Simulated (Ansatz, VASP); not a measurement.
# Cross-check of GdP between VASP and Ansatz, part 2 of 3

Wanted: the spread between two codes on one cell, functional and k mesh. The cell is taken from a series of runs on this material, whose earlier steps may have relaxed, scaled, displaced or heated it; both programs get it as it stands.

VASP 6.6.1 and Ansatz 0.2.0.

So far: Starting point; Ansatz: relaxation of cell and atoms, PBEsol, DFT+U.

**3. VASP: relaxation of cell and atoms, PBEsol, DFT+U**

Level of this step: PBEsol, DFT+U (Gd f 6 eV), spin-polarised from a ferromagnetic start; plane waves and PAW (Gd, P) (VASP).

The same cell, functional, mesh and smearing now go to VASP, with its own data sets.

Lines of VASP's logs that name or quote its potential files are left out, and so is its time.

INCAR reads:

```
SYSTEM = GdP
PREC = Accurate
ENCUT = 600
EDIFF = 1E-07
NELM = 200
ISMEAR = 0
SIGMA = 0.15
LREAL = .FALSE.
ALGO = Normal
GGA = PS
NBANDS = 22
ISPIN = 2
MAGMOM = 7 -0.1
LDAU = .TRUE.
LDAUTYPE = 2
LDAUL = 3 -1
LDAUU = 6 0
LDAUJ = 0 0
LDAUPRINT = 1
LASPH = .TRUE.
LMAXMIX = 6
AMIX = 0.2
BMIX = 1E-04
AMIX_MAG = 0.8
BMIX_MAG = 1E-04
LORBIT = 11
LWAVE = .FALSE.
LCHARG = .FALSE.
ISIF = 3
IBRION = 2
NSW = 80
EDIFFG = -0.005
GGA_COMPAT = .FALSE.
NELMIN = 4
KPAR = 2
```

POSCAR reads:

```
GdP
1.0
    0.0000000000      2.8323920000      2.8323920000
    2.8323920000      0.0000000000      2.8323920000
    2.8323920000      2.8323920000      0.0000000000
Gd P
1 1
Direct
    0.0000000000      0.0000000000      0.0000000000
    0.5000000000      0.5000000000      0.5000000000
```

KPOINTS reads:

```
Automatic mesh
0
Gamma
12 12 12
0 0 0
```

Potentials, in the order of the species: Gd and P (PBE family, release 64).

Run with:

```bash
$ mpirun -np 2 vasp_std
```

Numbers of over 12 decimals in the logs are rounded to 6 here.

Output:

```text
[banner, memory and clock lines left out]
running    2 mpi-ranks, on    1 nodes
 distrk:  each k-point on    1 cores,    2 groups
 distr:  one band on    1 cores,    1 groups

 POSCAR found type information on POSCAR GdP
 POSCAR found :  2 types and       2 ions
|                                                                             |
|               ----> ADVICE to this user running VASP <----                  |
|                                                                             |
|     You enforced a specific xc type in the INCAR file but a different       |
|     [... a line on the potential file left out ...]
|     I HOPE YOU KNOW WHAT YOU ARE DOING!                                     |
|                                                                             |

 LDA part: xc-table for (Slater+PW92), standard interpolation
 POSCAR, INCAR and KPOINTS ok, starting setup
 FFT: planning ... GRIDC
 FFT: planning ... GRID_SOFT
 FFT: planning ... GRID
 WAVECAR not read
 entering main loop
       N       E                     dE             d eps       ncg     rms          rms(c)
DAV:   1     0.143400030635E+03    0.14340E+03   -0.88289E+03  8974   0.559E+03
DAV:   2     0.665016656624E+01   -0.13675E+03   -0.11764E+03  9002   0.463E+02
DAV:   3    -0.131827442921E+02   -0.19833E+02   -0.19433E+02  9468   0.116E+02
DAV:   4    -0.153934774755E+02   -0.22107E+01   -0.21985E+01 11876   0.265E+01
DAV:   5    -0.154890860930E+02   -0.95609E-01   -0.95527E-01 10310   0.725E+00    0.426E+01
DAV:   6    -0.202408049508E+02   -0.47517E+01   -0.62279E+00  9214   0.111E+02    0.368E+01
DAV:   7    -0.206516052106E+02   -0.41080E+00   -0.10499E+00 10428   0.176E+01    0.384E+01
DAV:   8    -0.206575535000E+02   -0.59483E-02   -0.10259E-01 10484   0.214E+00    0.355E+01
DAV:   9    -0.206819474580E+02   -0.24394E-01   -0.26706E-02  9276   0.273E+00    0.169E+01
DAV:  10    -0.206822969957E+02   -0.34954E-03   -0.45709E-02  9276   0.576E+00    0.183E+01
DAV:  11    -0.206846539845E+02   -0.23570E-02   -0.12247E-02 10608   0.231E+00    0.315E+00
DAV:  12    -0.206846797066E+02   -0.25722E-04   -0.13352E-03 11982   0.541E-01    0.107E+00
DAV:  13    -0.206846355555E+02    0.44151E-04   -0.24588E-04 11872   0.126E-01    0.885E-01
DAV:  14    -0.206845763740E+02    0.59182E-04   -0.21662E-04 10466   0.157E-01    0.258E-01
DAV:  15    -0.206845804339E+02   -0.40599E-05   -0.45264E-05  9570   0.398E-02    0.892E-02
DAV:  16    -0.206845790041E+02    0.14298E-05   -0.75542E-06 10192   0.235E-02    0.570E-02
DAV:  17    -0.206845787981E+02    0.20601E-06   -0.11553E-06  8842   0.695E-03    0.515E-02
DAV:  18    -0.206845789995E+02   -0.20147E-06   -0.19303E-07  8058   0.956E-03    0.145E-02
DAV:  19    -0.206845790171E+02   -0.17547E-07   -0.14658E-07  6070   0.401E-03
   1 F= -.20684579E+02 E0= -.20683277E+02  d E =-.206846E+02  mag=     7.0020
 curvature:   0.00 expect dE= 0.000E+00 dE for cont linesearch  0.000E+00
 trial: gam= 0.00000 g(F)=  0.658E-60 g(S)=  0.114E-02 ort = 0.000E+00 (trialstep = 0.100E+01)
 search vector abs. value=  0.114E-02
 bond charge predicted
       N       E                     dE             d eps       ncg     rms          rms(c)
DAV:   1    -0.207106402092E+02   -0.26061E-01   -0.26258E-01  9048   0.955E+00    0.112E+01
DAV:   2    -0.206949025086E+02    0.15738E-01   -0.39521E-02  9734   0.454E+00    0.430E+00
DAV:   3    -0.206867424685E+02    0.81600E-02   -0.11678E-02  8998   0.291E+00    0.237E+00
DAV:   4    -0.206851817830E+02    0.15607E-02   -0.72525E-03 11742   0.137E+00    0.232E+00
DAV:   5    -0.206854523135E+02   -0.27053E-03   -0.51931E-04 10752   0.399E-01    0.105E+00
DAV:   6    -0.206846239988E+02    0.82831E-03   -0.20462E-03 10984   0.936E-01    0.149E+00
DAV:   7    -0.206846985579E+02   -0.74559E-04   -0.52049E-04  9948   0.307E-01    0.265E-01
DAV:   8    -0.206846843205E+02    0.14237E-04   -0.18631E-04 12074   0.212E-01    0.103E-01
DAV:   9    -0.206846855639E+02   -0.12435E-05   -0.16102E-05 10358   0.216E-02    0.452E-02
DAV:  10    -0.206846859921E+02   -0.42819E-06   -0.19506E-06 11846   0.820E-03    0.571E-02
DAV:  11    -0.206846857483E+02    0.24386E-06   -0.96354E-07  8416   0.240E-02    0.655E-03
DAV:  12    -0.206846857567E+02   -0.84183E-08   -0.10595E-07  5398   0.343E-03
   2 F= -.20684686E+02 E0= -.20683404E+02  d E =-.106740E-03  mag=     7.0022
 trial-energy change:   -0.000107  1 .order   -0.000100   -0.001137    0.000937
 step:   0.5531(harm=  0.5482)  dis= 0.00000  next Energy=   -20.684894 (dE=-0.315E-03)
 bond charge predicted
       N       E                     dE             d eps       ncg     rms          rms(c)
DAV:   1    -0.206901258478E+02   -0.54401E-02   -0.53006E-02  9006   0.423E+00    0.460E+00
DAV:   2    -0.206868700340E+02    0.32558E-02   -0.78740E-03  9516   0.198E+00    0.181E+00
DAV:   3    -0.206852409602E+02    0.16291E-02   -0.24172E-03  8762   0.130E+00    0.975E-01
DAV:   4    -0.206849670346E+02    0.27393E-03   -0.15413E-03 11804   0.627E-01    0.102E+00
DAV:   5    -0.206850359137E+02   -0.68879E-04   -0.12521E-04 10534   0.217E-01    0.423E-01
DAV:   6    -0.206848778219E+02    0.15809E-03   -0.36192E-04 10664   0.411E-01    0.672E-01
DAV:   7    -0.206848948994E+02   -0.17077E-04   -0.11750E-04  9940   0.164E-01    0.177E-01
DAV:   8    -0.206848904324E+02    0.44670E-05   -0.50694E-05 12098   0.123E-01    0.431E-02
DAV:   9    -0.206848907790E+02   -0.34663E-06   -0.42877E-06 10476   0.124E-02    0.178E-02
DAV:  10    -0.206848911501E+02   -0.37103E-06   -0.27355E-07  8710   0.485E-03    0.337E-02
DAV:  11    -0.206848911090E+02    0.41032E-07   -0.23693E-07  6622   0.133E-02
   3 F= -.20684891E+02 E0= -.20683599E+02  d E =-.312092E-03  mag=     7.0021
 curvature:  -0.27 expect dE=-0.220E-07 dE for cont linesearch -0.220E-07
 trial: gam=-0.00832 g(F)=  0.738E-59 g(S)=  0.801E-07 ort = 0.954E-05 (trialstep = 0.911E+00)
 search vector abs. value=  0.106E-09
 reached required accuracy - stopping structural energy minimisation
```

OUTCAR, selected parts (step 3):

```text
ion  position               nearest neighbor table
   1  0.000  0.000  0.000-   2 2.83   2 2.83   2 2.83   2 2.83   2 2.83   2 2.83
   2  0.500  0.500  0.500-   1 2.83   1 2.83   1 2.83   1 2.83   1 2.83   1 2.83

  LATTYP: Found a face centered cubic cell.
 ALAT       =     5.6647840000

 Subroutine GETGRP returns: Found 48 space group operations
 (whereof 48 operations were pure point group operations)

The static configuration has the point symmetry O_h .

 Found     72 irreducible k-points:

   k-points           NKPTS =     72   k-points in BZ     NKDIM =     72   number of bands    NBANDS=     22

   dimension x,y,z NGX =    32 NGY =   32 NGZ =   32
   dimension x,y,z NGXF=    64 NGYF=   64 NGZF=   64

   ENCUT  =  600.0 eV  44.10 Ry    6.64 a.u.   8.00  8.00  8.00*2*pi/ulx,y,z

   NELECT =      23.0000    total number of electrons

 k-points in reciprocal lattice and weights: Automatic mesh
   0.00000000  0.00000000  0.00000000       0.001
   0.08333333  0.00000000  0.00000000       0.005
   0.16666667  0.00000000  0.00000000       0.005
   0.25000000  0.00000000  0.00000000       0.005
   0.33333333  0.00000000  0.00000000       0.005
   0.41666667  0.00000000  0.00000000       0.005
   0.50000000  0.00000000  0.00000000       0.002
   0.08333333  0.08333333  0.00000000       0.003
   0.16666667  0.08333333  0.00000000       0.014
[...]
-0.33333333  0.50000000  0.16666667       0.007
  -0.25000000  0.50000000  0.25000000       0.003

atom =   1  type =  1  l = 3

 onsite density matrix

spin component  1

  0.9903  0.0000  0.0001  0.0000  0.0000  0.0000  0.0000
  0.0000  0.9901  0.0000 -0.0000  0.0000 -0.0000 -0.0000
  0.0001  0.0000  0.9902  0.0000  0.0000 -0.0000  0.0000
  0.0000 -0.0000  0.0000  0.9904  0.0000 -0.0000 -0.0000
  0.0000  0.0000  0.0000  0.0000  0.9902  0.0000 -0.0001
  0.0000 -0.0000 -0.0000 -0.0000  0.0000  0.9901  0.0000
  0.0000 -0.0000  0.0000 -0.0000 -0.0001  0.0000  0.9903

[...]
o =  0.0067  v =  0.0000  0.0000  0.0000  0.0000  0.0000  0.0000  0.0000 -0.0000 -0.0000  0.0000  0.0024  0.6124 -0.0000 -0.7906      0.0000  0.0000  0.0000  0.0000  0.0000  0.0000  0.0000  0.0000  0.0000  0.0000  0.0000  0.0000  0.0000  0.0000
  o =  0.0067  v =  0.0000  0.0000  0.0000  0.0000  0.0000  0.0000  0.0000  0.0000 -0.0000  0.0000  1.0000 -0.0015  0.0000  0.0019      0.0000  0.0000  0.0000  0.0000  0.0000  0.0000  0.0000  0.0000  0.0000  0.0000  0.0000  0.0000  0.0000  0.0000
  o =  0.9901  v =  0.0018 -0.0000 -0.0024  0.0000  0.5617  0.7037  0.4351  0.0000  0.0000  0.0000  0.0000  0.0000  0.0000  0.0000      0.0000  0.0000  0.0000  0.0000  0.0000  0.0000  0.0000  0.0000  0.0000  0.0000  0.0000  0.0000  0.0000  0.0000
  o =  0.9901  v = -0.6124 -0.0000  0.7906 -0.0000  0.0047 -0.0017  0.0036  0.0000  0.0000  0.0000  0.0000  0.0000  0.0000  0.0000      0.0000  0.0000  0.0000  0.0000  0.0000  0.0000  0.0000  0.0000  0.0000  0.0000  0.0000  0.0000  0.0000  0.0000
  o =  0.9901  v =  0.0033  0.0000 -0.0043 -0.0000  0.5563 -0.7105  0.4309  0.0000  0.0000  0.0000  0.0000  0.0000  0.0000  0.0000      0.0000  0.0000  0.0000  0.0000  0.0000  0.0000  0.0000  0.0000  0.0000  0.0000  0.0000  0.0000  0.0000  0.0000
  o =  0.9901  v = -0.0000  1.0000  0.0000 -0.0000 -0.0000  0.0000 -0.0000  0.0000  0.0000  0.0000  0.0000  0.0000  0.0000  0.0000      0.0000  0.0000  0.0000  0.0000  0.0000  0.0000  0.0000  0.0000  0.0000  0.0000  0.0000  0.0000  0.0000  0.0000
  o =  0.9904  v =  0.0000 -0.0000 -0.0000 -0.9985  0.0333  0.0000 -0.0429  0.0000  0.0000  0.0000  0.0000  0.0000  0.0000  0.0000      0.0000  0.0000  0.0000  0.0000  0.0000  0.0000  0.0000  0.0000  0.0000  0.0000  0.0000  0.0000  0.0000  0.0000
  o =  0.9904  v =  0.0000  0.0000 -0.0000  0.0543  0.6115 -0.0000 -0.7894  0.0000  0.0000  0.0000  0.0000  0.0000  0.0000  0.0000      0.0000  0.0000  0.0000  0.0000  0.0000  0.0000  0.0000  0.0000  0.0000  0.0000  0.0000  0.0000  0.0000  0.0000
  o =  0.9904  v =  0.7906  0.0000  0.6124  0.0000  0.0000 -0.0000  0.0000  0.0000  0.0000  0.0000  0.0000  0.0000  0.0000  0.0000      0.0000  0.0000  0.0000  0.0000  0.0000  0.0000  0.0000  0.0000  0.0000  0.0000  0.0000  0.0000  0.0000  0.0000

 average (electrostatic) potential at core
       1 -40.7952       2 -82.9391

 E-fermi :   4.1839

 spin component 1
 k-point     1 :       0.0000    0.0000    0.0000
  band No.  band energies     occupation
    ...
      8      -2.9381      1.00000
      9      -2.9149      1.00000
     10      -2.8544      1.00000
     11      -2.8544      1.00000
     12      -2.8544      1.00000
     13       4.8334      0.00000
     14       4.8334      0.00000
     15       4.8334      0.00000
     16       5.4240      0.00000
     17       5.4240      0.00000
    ...

 k-point     2 :       0.0833    0.0000    0.0000
  band No.  band energies     occupation
    ...
      9      -2.9130      1.00000
     10      -2.8574      1.00000
     11      -2.8574      1.00000
     12      -2.8542      1.00000
     13       4.0728      0.85248
     14       4.2892      0.16040
     15       4.2892      0.16040
     16       5.6113      0.00000
     17       5.6113      0.00000
     18       5.7917      0.00000
    ...

 k-point     3 :       0.1667    0.0000    0.0000
  band No.  band energies     occupation
    ...
     11      -2.8654      1.00000
     12      -2.8538      1.00000
     13       2.9379      1.00000
     14       3.5339      1.00000
     15       3.5339      1.00000
     16       5.9792      0.00000
     17       5.9792      0.00000
     18       6.0838      0.00000
     19       8.0176      0.00000
     20       8.0176      0.00000
    ...

 k-point     4 :       0.2500    0.0000    0.0000
  band No.  band energies     occupation
    ...
     11      -2.8754      1.00000
     12      -2.8534      1.00000
     13       1.8227      1.00000
     14       2.8946      1.00000
     15       2.8946      1.00000
     16       6.3869      0.00000
     17       6.5388      0.00000
     18       6.5388      0.00000
     19       9.3300      0.00000
     20       9.3300      0.00000
    ...

 k-point     5 :       0.3333    0.0000    0.0000
  band No.  band energies     occupation
    ...
     11      -2.8564      1.00000
     12      -2.8529      1.00000
     13       0.8457      1.00000
     14       2.4201      1.00000
     15       2.4201      1.00000
     16       6.8533      0.00000
     17       7.2481      0.00000
     18       7.2481      0.00000
     19      10.6696      0.00000
     20      10.6696      0.00000
    ...

 k-point     6 :       0.4167    0.0000    0.0000
  band No.  band energies     occupation
    ...
     11      -2.8525      1.00000
     12      -2.7777      1.00000
     13       0.1227      1.00000
     14       2.1288      1.00000
     15       2.1288      1.00000
     16       7.5455      0.00000
     17       7.9695      0.00000
     18       7.9695      0.00000
     19       9.6446      0.00000
     20      11.7211      0.00000
    ...

  Total        0.0010521      0.0010521      0.0010521      0.0000000     -0.0000000      0.0000000
  in kB        0.0369078      0.0369078      0.0369078      0.0000000     -0.0000000      0.0000000
  external PRESSURE =       0.0369078 kB  Pullay stress =       0.0000000 kB

  energy-cutoff  :      600.00
  volume of cell :       45.67
      direct lattice vectors                 reciprocal lattice vectors
     0.000000000  2.837127497  2.837127497    -0.176234590  0.176234590  0.176234590
     2.837127497  0.000000000  2.837127497     0.176234590 -0.176234590  0.176234590
     2.837127497  2.837127497  0.000000000     0.176234590  0.176234590 -0.176234590

 POSITION                                       TOTAL-FORCE (eV/Angst)
 -----------------------------------------------------------------------------------
      0.00000      0.00000      0.00000        -0.000000      0.000000      0.000000
      2.83713      2.83713      2.83713         0.000000     -0.000000     -0.000000
 -----------------------------------------------------------------------------------
    total drift:                                0.000000     -0.000000     -0.000000

  FREE ENERGIE OF THE ION-ELECTRON SYSTEM (eV)
  ---------------------------------------------------
  free  energy   TOTEN  =       -20.6848911090 eV

  energy  without entropy=      -20.6823077783  energy(sigma->0) =      -20.68359944

 reached required accuracy - stopping structural energy minimisation

 total charge
# of ion       s       p       d       f       tot
--------------------------------------------------
    1        2.028   5.615   0.561   6.953  15.157
    2        1.028   1.535   0.000   0.000   2.563
--------------------------------------------------
tot          3.056   7.150   0.561   6.953  17.720

 magnetization (x)
# of ion       s       p       d       f       tot
--------------------------------------------------
    1       -0.005  -0.078   0.063   6.899   6.879
    2       -0.009  -0.061   0.000   0.000  -0.070
--------------------------------------------------
tot         -0.014  -0.139   0.063   6.899   6.808

[... 6 further parts left out ...]
```

CONTCAR:

```
GdP
   1.00000000000000
     0.0000000000000000    2.8371274966713633    2.8371274966713633
     2.8371274966713633    0.0000000000000000    2.8371274966713633
     2.8371274966713633    2.8371274966713633    0.0000000000000000
  Gd              P
     1     1
Direct
     0.0000000000000000    0.0000000000000000    0.0000000000000000
     0.5000000000000000    0.5000000000000000    0.5000000000000000
```

The cell holds one magnetic atom, so no antiferromagnetic order fits into it.

**4. Side by side**

Known differences besides the potentials themselves: VASP starts from the moments at which Ansatz ended; U acts on the PAW sphere in VASP and on atomic orbitals in Ansatz, so only states and trends compare; the cutoff is 420 eV in Ansatz and 600 eV in VASP; Ansatz makes its cores anew for this functional, VASP keeps those of its PBE data sets; Ansatz adds a Pulay correction to the stress that steers its cell, VASP none; site moments are counted in spheres of each program's own size. Total energies have different zeros and are not compared.

Compared:

| quantity | Ansatz | VASP | difference |
| --- | --- | --- | --- |
| volume (Å³) | 45.45 | 45.67 | -0.50 % |
| edge a after relaxation, in the typed setting (Å) | 4.006 | 4.012 | -0.17 % |
| total moment (μB) | 7.00 | 7.00 | 0.00 |
| moment on Gd1 (μB) | 7.00 | 6.88 | +0.12 |
| moment on P2 (μB) | -0.10 | -0.07 | -0.03 |

VASP's last cycles still show a density residual of 3e-03, so its state may not be settled.

(Part 2 of 3 ends here.)

[Lines on the potential files, build, host, timing and source positions are cut from VASP's logs without a mark.]

[Logs are printed without paths, hosts, clocks, repeated set-up lines and the standing remarks that a program may print on its own settings, such as how far it seeks lower states.]

[Hosts, paths, dates, database ids (printed as entryN), source tags and the programs' standing remarks are cut or masked in the printed files.]
